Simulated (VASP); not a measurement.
Here is the system:

```
Zr
1.0
    1.58977    -2.75356     0.00000
    1.58977     2.75356     0.00000
    0.00000     0.00000     5.12533
Zr
2
Direct
  0.33333   0.66667   0.25000
  0.66667   0.33333   0.75000
```

The numbers are results of PBEsol GGA, VASP's PBE PAW potentials (set 64) (plane waves; VASP), not measurements. Settings: 400 eV cut-off, 12×12×7 Γ-centred mesh, first-order Methfessel-Paxton smearing of 0.10 eV, potentials Zr_sv.

Q: Predict the energy per atom (σ→0), band gap (on the k-mesh) with the smallest direct gap where there is one.

A: 
- band gap (on the k-mesh): none (metal, semimetal or under 0.01 eV)
- energy per atom (σ→0): -9.078 eV/atom

The absolute energy has meaning only against runs of the same code, potentials and settings.

The compound is Zr in the hcp structure. It was relaxed first. The start is the result of an earlier pass.
